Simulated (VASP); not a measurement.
Tm (relaxed from the bcc structure, space group Im-3m): computed properties

Level of theory: PBEsol GGA, VASP's PBE PAW potentials (set 64) (plane waves; VASP).

```
Quantity                                                              Result
----------------------------------  ----------------------------------------
space group                                                      Im-3m (229)
cell                                 a = b = c = 3.866 Å, α = β = γ = 90.00°
volume per atom                                                28.90 Å³/atom
band gap (over mesh and band path)  none (metal, semimetal or under 0.01 eV)
density                                                           9.71 g/cm³
```

```yaml
crystal:
  lattice:
    - [-1.93323, 1.93323, 1.93323]
    - [1.93323, -1.93323, 1.93323]
    - [1.93323, 1.93323, -1.93323]
  atoms:
    - { symbol: Tm, position: [0.00000, 0.00000, 0.00000] }
```

The 4f electrons are frozen in the core of the lanthanide potential, so 4f levels, which can set the real gap, and their magnetism are missing.

The structure was generated: Tm was put into the bcc type (Im-3m), which need not be its known phase. It was relaxed first. Symmetry was kept, so distortions that lower it aren't found.
